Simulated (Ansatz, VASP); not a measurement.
## Cross-check of Sn2Pt between VASP and Ansatz

Aim: how closely do two programs agree when they are given the same cell, functional and k mesh? The cell is taken from a series of runs on this material, whose earlier steps may have relaxed, scaled, displaced or heated it; both programs get it as it stands.

Program: Ansatz 0.2.0. Level of theory: plane waves, with VASP 6.6.1 beside it; zone-centre phonons at PBEsol. Results are calculated unless marked as measured.

## Step 1: The structure

It takes space group Fm-3m (No. 225, cubic). Conventional cell: a = 6.454 Å, b = 6.454 Å, c = 6.454 Å, α = 90.00°, β = 90.00°, γ = 90.00°. Nearest to Sn lie 4 Pt at 2.79 Å. Nearest to Pt lie 8 Sn at 2.79 Å. Farther neighbours are not listed.

## Step 2: Ansatz: zone-centre phonons, PBEsol

Ansatz runs on its PAW soft_1 files.

Second derivatives magnify differences that forces hide, and they need a tight electronic threshold.

File input.yaml:

```yaml
crystal:
  lattice:
    - [0.0, 3.2270767534, 3.2270767534]
    - [3.2270767534, 0.0, 3.2270767534]
    - [3.2270767534, 3.2270767534, 0.0]
  atoms:
    - { symbol: Sn, position: [0.25, 0.25, 0.25] }
    - { symbol: Sn, position: [0.75, 0.75, 0.75] }
    - { symbol: Pt, position: [0.0, 0.0, 0.0] }
kpoints:
  mp_grid: { grid: [12, 12, 12] }
hamiltonian:
  xc: pbesol
  pseudopotentials: { kind: paw, azcp: { folder: soft_1 }, xc_functional: pbe }
scf:
  occupations: { method: methfessel_paxton, width: 0.2 }
output:
  eigenvalues: true
phonons:
  method: dfpt
```

Launch:

```console
> ansatz run input.yaml --threads 4 --pin off --max-ram 10240MiB --backend cpu --events-out ev --progress --plain --runs-dir out
```

Numbers of over 12 decimals in the logs are rounded to 6 here.

What it wrote:

```text
zone centre: on kpoints.mp_grid the ground state, and the responses unless they are solved on pairs of k-points, stand on 163 of the mesh's 1728 k-points, reduced under 8 symmetry operations, with k and −k counted as one. Each operation leaves every solved displacement unchanged or reverses it
Engine: ansatz 0.2.0, x86_64-unknown-linux-gnu
Pseudopotentials: kind: paw
Pseudopotential: Sn, paw, valence charge 14, recommended cutoff 420 eV (normal), soft_1/Sn.paw.azcp
Pseudopotential: Pt, paw, valence charge 18, recommended cutoff 420 eV (normal), soft_1/Pt.paw.azcp
Functional definition: PBEsol
  exchange = pbesol_x
  correlation = pbesol_c
Crystal: 3 atoms, lattice volume = 67.214 Å³
Basis set: ecut = 420 eV, 1363 PW (Γ), exchange–correlation on 64×64×64 points (8 copies of the dense FFT grid, shifted against one another)
Bands: 28, of which v1, the nominal top of the filled ones, is band 23 counted from 1 (22 counted from 0)
Symmetry: 48 space group operations
k-points: 163 of 1728 (irreducible under 8 space group operations, time reversal used)
Non-local potential: Sn, projectors of the file, l = 0: 2, l = 1: 2, l = 2: 2, l = 3: 1
Non-local potential: Pt, projectors of the file, l = 0: 3, l = 1: 2, l = 2: 2, l = 3: 1
PAW form: soft (Blöchl's): semilocal exchange-correlation on the pseudo side does not see the compensation charge
PAW frozen core: Sn, regenerated for the run's functional, and the local potential with it (the file was generated under x = pbe(κ = 0.804, μ = 0.219515), c = pbe(β = 0.066725))
PAW frozen core: Pt, regenerated for the run's functional, and the local potential with it (the file was generated under x = pbe(κ = 0.804, μ = 0.219515), c = pbe(β = 0.066725))
PAW one-centre angular grid: Sn, 590 points (default); XC on 64 Gauss nodes
PAW one-centre angular grid: Pt, 590 points (default); XC on 64 Gauss nodes
Initial density: superposition of atomic densities (chi_scale 0.1, normalization cell, long waves kept (reshape's long-wave potential 0.00 eV rms))
Initial wavefunctions: pseudopotential atomic-orbital guess
Functional: x = pbesol(κ = 0.804, μ = 0.123457), c = pbesol(β = 0.046)
SCF iter   1: F=—  HF=-24287.838651 eV  |F-HF|=—  |Δ(HF+E_count)|=         —  Δρ=8.99e-2  dr2=7.44e0  ethr=3.10e-3  ⟨swp⟩=5.8  Hψ=18970  notcnv=0
preconditioner: auto → Kerker (q_TF=auto, 2.561 Å⁻¹)  [metal: Δε(μ)=0.037 eV  Ē_g=17.068 eV  σ=0.200 eV  W_gap=0.16  n_scr=14 (ndim 8)  ℏωp=27.9 eV  f_vac=0.008  D(μ)=1.51/eV (n_scr^D=14)]
SCF iter   2: F=—  HF=-24286.764367 eV  |F-HF|=—  |Δ(HF+E_count)|=    1.07e0  S|Δr|=    0.00e0  Δρ=4.15e-2  dr2=1.61e0  ethr=3.10e-3  ⟨swp⟩=2.0  Hψ=7596  notcnv=0  defer=27
SCF iter   3: F=—  HF=-24286.481615 eV  |F-HF|=—  |Δ(HF+E_count)|=   2.83e-1  S|Δr|=    0.00e0  Δρ=7.00e-3  dr2=4.07e-2  ethr=3.10e-3  ⟨swp⟩=2.0  Hψ=6291  notcnv=0  defer=27
SCF iter   4: F=—  HF=-24286.477890 eV  |F-HF|=—  |Δ(HF+E_count)|=   3.73e-3  S|Δr|=    0.00e0  Δρ=1.58e-3  dr2=3.10e-3  ethr=8.84e-5  ⟨swp⟩=1.6  Hψ=6194  notcnv=0  defer=30
SCF iter   5: F=—  HF=-24286.478167 eV  |F-HF|=—  |Δ(HF+E_count)|=   2.78e-4  S|Δr|=    0.00e0  Δρ=6.54e-4  dr2=7.46e-4  ethr=6.74e-6  ⟨swp⟩=2.0  Hψ=5556  notcnv=0  defer=30
SCF iter   6: F=—  HF=-24286.478420 eV  |F-HF|=—  |Δ(HF+E_count)|=   2.52e-4  S|Δr|=    0.00e0  Δρ=2.56e-4  dr2=8.04e-5  ethr=1.62e-6  ⟨swp⟩=2.5  Hψ=7541  notcnv=0  defer=30
SCF iter   7: F=—  HF=-24286.478439 eV  |F-HF|=—  |Δ(HF+E_count)|=   1.96e-5  S|Δr|=    0.00e0  Δρ=9.32e-5  dr2=1.48e-5  ethr=1.75e-7  ⟨swp⟩=2.0  Hψ=7289  notcnv=0  defer=30
SCF iter   8: F=—  HF=-24286.478438 eV  |F-HF|=—  |Δ(HF+E_count)|=   1.33e-6  S|Δr|=    0.00e0  Δρ=2.11e-5  dr2=5.86e-7  ethr=3.22e-8  ⟨swp⟩=2.0  Hψ=5999  notcnv=0  defer=30
SCF iter   9: F=—  HF=-24286.478439 eV  |F-HF|=—  |Δ(HF+E_count)|=   1.45e-6  S|Δr|=    0.00e0  Δρ=3.84e-6  dr2=8.00e-9  ethr=1.27e-9  ⟨swp⟩=2.0  Hψ=5982  notcnv=0  defer=30
SCF iter  10: F=—  HF=-24286.478439 eV  |F-HF|=—  |Δ(HF+E_count)|=   3.24e-9  S|Δr|=    0.00e0  Δρ=6.40e-7  dr2=2.47e-10  ethr=1.74e-11  ⟨swp⟩=2.8  Hψ=8127  notcnv=0  defer=30
SCF iter  11: F=-24286.478439 eV  HF=-24286.478439 eV  |F-HF|=1.82e-11  |Δ(HF+E_count)|=  9.46e-11  S|Δr|=    0.00e0  Δρ=1.44e-7  dr2=7.84e-12  ethr=1.00e-12  ⟨swp⟩=6.2  Hψ=24588  notcnv=0
SCF 1 converged in 11 iterations: F = -24286.478439 eV  dr2 = 7.84e-12
  greatest PAW one-centre occupation: 1.000 electrons in one spin orbital (limit 2), on the Pt atom at site 2 (counted from 0), in its partial waves of l = 0
DFPT response loops at Γ: preconditioner auto → Kerker (q_TF=auto, 2.561 Å⁻¹) (partly filled bands, converged f_vac=0.042); β = 1.00, the filter's whole step (`scf.mixing.beta` (0.50) is not read by the response loops under this deck's `scf.mixing.preconditioner`; to damp them name `kerker` or `kerker_dos`, under which they read `scf.mixing.beta`, and type it under 1.00, their step now; both keys bind the ground state too); Broyden in place of MSR1
SCF converged after 11 iterations
Stability not checked: this state was not tested for a lower state beside it, because cold or Methfessel-Paxton smearing, or corrected tetrahedra, fill the levels in a way that the test cannot read (fill_not_monotonic; see scf.lower_state_search)
Free energy (F): -24286.478439 eV
Harris-Foulkes:  -24286.478439 eV  (|F-HF|=1.82e-11)
Internal energy: -24286.477537 eV  (E = F + TS)
E sigma→0 (E₀):  -24286.478214 eV
Entropy (-TS):   -0.000902 eV (-0.301 meV/atom)
Fermi energy:    14.257541 eV
--- Per-component energies (eV) ---
  E_band       = -378.299911
  E_kinetic    = 936.092196
  E_local      = -4113.619602  (includes V_loc(G=0)·N_el)
  E_nonlocal   = 500.726805
  E_hartree    = 1851.037931
  E_xc         = -482.068525
  E_vxc        = -433.982819  (∫ρ·V_xc dr)
  E_paw        = -17939.204376  (= ΣΔE_a)
  E_vpaw       = -969.594178  (= ΣTr[D̂ρ^β])
  E_aug_tail   = 0.001745  (compensation charges beyond the density's cutoff)
  E_ewald      = -5040.300421
  E_core_change = 0.856710  (= ΣΔE_core)
  E_smearing   = -0.000902  (= −TS)
  E_closure    = 0.000000  (closes the sum)
  Σ components = -24286.478439   (vs F -24286.478439, Δ=0.00e0)
--- Band table (eV; the first three rows and the last of 163) ---
  k-point 0: bands = [... 19 lower, 10.6765, 11.2881, 16.6385, 16.6385, 16.6385, 16.9640, 16.9640, 16.9640, ... 1 higher]
  k-point 1: bands = [... 19 lower, 10.6570, 11.5766, 15.3596, 16.1334, 16.1334, 17.2494, 17.2494, 17.2728, ... 1 higher]
  k-point 2: bands = [... 19 lower, 10.6126, 12.0706, 14.0203, 15.4538, 15.4538, 16.9299, 17.2990, 17.2990, ... 1 higher]
  k-point 162: bands = [... 19 lower, 10.6002, 10.6002, 10.7924, 12.0571, 16.3952, 16.3952, 18.5237, 19.2631, ... 1 higher]
--- Phonons (Γ-DFPT): 2 representative perturbations + reference, on 163 of 1728 k-points (Σ response iterations 6) ---
  k mesh reduced under 8 symmetry operations, with k and −k counted as one. Each operation leaves every solved displacement unchanged or reverses it
  ASR residual: 1.609e-4 → 0.000e0 eV/Å²; symmetrization residual: 2.669e-6 eV/Å²
  ASR residual per site (eV/Å²): 1.60e-5 1.60e-5 1.61e-4
  Γ frequencies (cm⁻¹): 0.00 0.00 0.00 130.77 130.77 130.77 139.08 139.08 139.08
  non-analytic LO–TO correction: not included (Born effective charges unavailable; polar crystals: no LO–TO splitting at Γ)
```

The column dr2 measures how far the density is from self-consistency, as an energy; F and HF (Harris–Foulkes) agree once it is small.

(Part 1 of 2 ends here.)

[Lines on the potential files, build, host, timing and source positions are cut from VASP's logs without a mark.]

[Logs are printed without paths, hosts, clocks, repeated set-up lines and the standing remarks that a program may print on its own settings, such as how far it seeks lower states.]

[Hosts, paths, dates, database ids (printed as entryN), source tags and the programs' standing remarks are cut or masked in the printed files.]
